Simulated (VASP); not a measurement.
A convergence study with VASP on CuAu (space group P4/mmm): one setting is varied, all else stays as given below, so the limit is that of these other settings.

```yaml
crystal:
  lattice:
    - [2.81400, 0.00000, 0.00000]
    - [0.00000, 2.81400, 0.00000]
    - [0.00000, 0.00000, 3.68835]
  atoms:
    - { symbol: Cu, position: [0.00000, 0.00000, 0.00000] }
    - { symbol: Au, position: [0.50000, 0.50000, 0.50000] }
```

Level of theory: PBEsol GGA, VASP's PBE PAW potentials (set 64) (plane waves; VASP). The tightest run used: 450 eV cut-off, 12×12×9 Γ-centred mesh, Fermi-Dirac smearing of 0.10 eV, potentials Cu Au.

Question: The settings run are ENCUT = 150; ENCUT = 180; ENCUT = 210; ENCUT = 255; ENCUT = 360; ENCUT = 450. From which on does the highest Γ mode stay within 2 cm⁻¹ of the tightest run?

Answer: From ENCUT = 255 on: it is off by 0.5 there and by no more than 2 in any finer run, while ENCUT = 210 is off by 4.3.
```tsv
setting	highest Γ mode (cm⁻¹)	plane waves	difference judged (cm⁻¹)
ENCUT = 150	424.5	130	236.1
ENCUT = 180	117.3	176	71.1
ENCUT = 210	184.1	217	4.3
ENCUT = 255	187.9	282	0.5
ENCUT = 360	189.0	472	0.6
ENCUT = 450	188.4	652	0.0
```

Left out are rungs that failed or repeat a setting and relaxations that didn't move; long series are thinned to 24 rows.

The structure is a typed CuAu crystal (space group no. 123). The cell was not relaxed at this level.
